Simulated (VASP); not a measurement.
Write the native input for VASP 6.6.1 that does the following.

| Property | Result |
| --- | --- |
| Task | single point |
| Functional | LDA |
| Potentials or basis | VASP PAW LDA potentials, release 64 (Bi_d) |
| Cutoff | 520 eV |
| k mesh | 18 × 18 × 18 |
| Occupations | gaussian, width 0.15 eV |
| Spin | no spin polarisation |
| Dipole correction | no |
| Further INCAR settings | ALGO = Fast; EDIFF = 1e-07; NBANDS = 14 |

The structure of Bi lies in POSCAR:

```
Bi
1.0
   -1.8328232419      2.1300378217      1.9814305318
    1.8328232419     -2.1300378217      1.9814305318
    1.8328232419      2.1300378217     -1.9814305318
Bi
1
Direct
    0.0000000000      0.0000000000      0.0000000000
```

This isn't the form of Bi at room conditions, which is rhombohedral.

The cell isn't the ideal one: strain -0.0750 x Voigt [1, -1, 0, 0, 0, 0], atoms carried along.

The input as run:

INCAR

```
ALGO = Fast ; EDIFF = 1E-7
ENCUT = 520 ; GGA = CA
ISIF = 2 ; ISMEAR = 0
LASPH = T ; LCHARG = F
LREAL = F ; LWAVE = F
NBANDS = 14 ; NELM = 100
PREC = Accurate ; SIGMA = 0.15
```

KPOINTS

```
k-points
0
Gamma
  18 18 18
```

Potentials or basis: VASP PAW LDA potentials, release 64 (Bi_d).

Launch:

```sh
$ cat potpaw_LDA.64/Bi_d/POTCAR > POTCAR
$ mpirun -np 1 vasp_std > vasp.out
```

Results of the run:

- Pressure: -2.7 GPa
- Band gap on the k mesh: none (metal or under the smearing width)

Caveat: spin-orbit coupling is left out, which moves the levels of the heavy elements.

Run time: 3.7 min on 1 thread of Intel(R) Xeon(R) Platinum 8488C (Sapphire Rapids), with other jobs on the host, peak memory 0.42 GiB.
